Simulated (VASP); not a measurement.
Input:

```
CELL_PARAMETERS angstrom
     -1.65973     1.65973     1.65973
      1.65973    -1.65973     1.65973
      1.65973     1.65973    -1.65973
ATOMIC_POSITIONS crystal
  Ta 0.00000 0.00000 0.00000
```

Method: PBE GGA, VASP's PBE PAW potentials (set 64) (plane waves; VASP). Run with 480 eV cut-off, 14×14×14 Γ-centred mesh, first-order Methfessel-Paxton smearing of 0.10 eV, potentials Ta_pv.

Energy and stress use the plane-wave basis of the starting cell.

The ions, cell shape and volume at an external pressure of 30.0 GPa are relaxed. Which structure does the run end with?

```
CELL_PARAMETERS angstrom
     -1.59526     1.59526     1.59526
      1.59526    -1.59526     1.59526
      1.59526     1.59526    -1.59526
ATOMIC_POSITIONS crystal
  Ta 0.00000 0.00000 0.00000
```
Space group Im-3m (229), at a tolerance of 0.03 Å.

How do energy and volume change from the first to the last step?

The energy (σ→0) changes by +175.7 meV/atom and the volume by -11.2 %, in 5 ionic steps.

```tsv
step	E(σ→0) (eV)	max force (eV/Å)	pressure (GPa)	volume (Å³)
1	-11.8193	0.000	-0.01	18.29
2	-7.2892	0.000	294.21	10.64
3	-11.6931	0.000	24.75	16.53
4	-11.6596	0.000	28.37	16.33
5	-11.6435	0.000	30.00	16.24
```

The compound is Ta in the bcc structure. This run relaxes it under an external pressure of 30 GPa. Symmetry was kept, so distortions that lower it aren't found.
